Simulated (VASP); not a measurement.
Output of a VASP run:

### OSZICAR
```
       N       E                     dE             d eps       ncg     rms          rms(c)
DAV:   1     0.348333458133E+02    0.34833E+02   -0.59487E+03  1258   0.884E+02
DAV:   2    -0.218634793959E+01   -0.37020E+02   -0.36654E+02  1182   0.186E+02
DAV:   3    -0.251138554311E+01   -0.32504E+00   -0.32457E+00  1266   0.173E+01
DAV:   4    -0.251335020992E+01   -0.19647E-02   -0.19646E-02  1214   0.151E+00
DAV:   5    -0.251337732943E+01   -0.27120E-04   -0.27120E-04  1264   0.168E-01    0.212E+00
DAV:   6    -0.248512426863E+01    0.28253E-01   -0.59380E-02  1162   0.246E+00    0.148E+00
DAV:   7    -0.248081827300E+01    0.43060E-02   -0.17817E-02  1160   0.133E+00    0.643E-01
DAV:   8    -0.248055510079E+01    0.26317E-03   -0.56413E-04  1200   0.244E-01    0.312E-02
DAV:   9    -0.248055612888E+01   -0.10281E-05   -0.41649E-06  1232   0.228E-02    0.669E-03
DAV:  10    -0.248055774024E+01   -0.16114E-05   -0.11186E-06  1198   0.109E-02    0.479E-04
DAV:  11    -0.248055773694E+01    0.33058E-08   -0.13164E-08   616   0.119E-03
   1 F= -.24805577E+01 E0= -.24804235E+01  d E =-.248056E+01
       N       E                     dE             d eps       ncg     rms          rms(c)
DAV:   1    -0.265550336194E+01   -0.17495E+00   -0.30442E+00  1148   0.188E+01    0.230E+00
DAV:   2    -0.250396421702E+01    0.15154E+00   -0.33972E-01  1142   0.619E+00    0.726E-01
DAV:   3    -0.248555075795E+01    0.18413E-01   -0.66157E-02  1154   0.270E+00    0.527E-01
DAV:   4    -0.248493390490E+01    0.61685E-03   -0.19877E-03  1150   0.341E-01    0.297E-02
DAV:   5    -0.248490675106E+01    0.27154E-04   -0.12411E-04  1158   0.116E-01    0.332E-02
DAV:   6    -0.248491212880E+01   -0.53777E-05   -0.40892E-06  1194   0.212E-02    0.260E-03
DAV:   7    -0.248491218132E+01   -0.52518E-07   -0.71115E-08   594   0.254E-03
   2 F= -.24849122E+01 E0= -.24846803E+01  d E =-.435444E-02
       N       E                     dE             d eps       ncg     rms          rms(c)
DAV:   1    -0.248894891845E+01   -0.40368E-02   -0.71365E-02  1142   0.292E+00    0.358E-01
DAV:   2    -0.248546197906E+01    0.34869E-02   -0.74511E-03  1134   0.905E-01    0.115E-01
DAV:   3    -0.248501192997E+01    0.45005E-03   -0.16149E-03  1150   0.420E-01    0.875E-02
DAV:   4    -0.248500023740E+01    0.11693E-04   -0.44315E-05  1154   0.529E-02    0.414E-03
DAV:   5    -0.248499950691E+01    0.73049E-06   -0.66394E-06  1148   0.270E-02
   3 F= -.24849995E+01 E0= -.24847493E+01  d E =-.444177E-02
```

**OUTCAR**
```
------------------------ aborting loop because EDIFF is reached ----------------------------------------
  FORCE on cell =-STRESS in cart. coord.  units (eV):
  Direction    XX          YY          ZZ          XY          YZ          ZX
  --------------------------------------------------------------------------------------
  Total        0.0037839      0.0037839      0.0037839      0.0000000     -0.0000000      0.0000000
  in kB        0.1960731      0.1960731      0.1960731      0.0000000     -0.0000000      0.0000000
  external PRESSURE =       0.1960731 kB  Pullay stress =       0.0000000 kB
  volume of cell :       30.92
      direct lattice vectors                 reciprocal lattice vectors
     3.138659604  0.000000000 -0.000000000     0.318607344 -0.000000000  0.000000000
     0.000000000  3.138659604  0.000000000    -0.000000000  0.318607344  0.000000000
    -0.000000000 -0.000000000  3.138659604     0.000000000 -0.000000000  0.318607344
 POSITION                                       TOTAL-FORCE (eV/Angst)
 -----------------------------------------------------------------------------------
      0.00000      0.00000      0.00000        -0.000000      0.000000      0.000000
 -----------------------------------------------------------------------------------
    total drift:                                0.000000     -0.000000     -0.000000
  FREE ENERGIE OF THE ION-ELECTRON SYSTEM (eV)
  ---------------------------------------------------
  free  energy   TOTEN  =        -2.4849995069 eV

  energy  without entropy=       -2.4842487524  energy(sigma->0) =       -2.48474926

 reached required accuracy - stopping structural energy minimisation
```
(Selected blocks of OUTCAR.)

**POSCAR**
```
Tl
1
    3.1788140000     0.0000000000     0.0000000000
    0.0000000000     3.1788140000     0.0000000000
    0.0000000000     0.0000000000     3.1788140000
Tl
1
Direct
  0.0000000000   0.0000000000   0.0000000000
```

Task: Write an INCAR and KPOINTS that could have produced this output.

Result: This is not unique; one that fits is the input of the run itself, PBEsol GGA, plane waves, VASP's PBE PAW potentials (set 64).

### KPOINTS
```
K-points
0
gamma
 10 10 10
0 0 0
```

INCAR:
```
! general
SYSTEM  = Tl
PREC    = Accurate
ENCUT   = 400   ! plane-wave cut-off (eV)
LREAL   = F   ! projection in real space or not
LASPH   = T   ! aspherical one-centre terms

! electronic loop
EDIFF   = 1E-6   ! SCF stop (eV)
NELM    = 100
ALGO    = Normal
LMAXMIX = 4   ! l cut-off of mixed one-centre charges

! smearing
ISMEAR  = 1   ! Methfessel-Paxton
SIGMA   = 0.1

! functional
GGA     = PS

! ions
IBRION  = 2   ! conjugate gradients
NSW     = 60   ! most ionic steps
ISIF    = 3
EDIFFG  = -0.01   ! ionic stop

! output
LWAVE   = F
LCHARG  = F
```

POTCAR, in this order: Tl_d (PBE.64 set). Program: vasp_std.

Energy and stress use the plane-wave basis of the starting cell.

The structure was generated: Tl was put into the simple-cubic type (Pm-3m), which need not be its known phase. This run relaxes it. Symmetry was kept, so distortions that lower it aren't found.
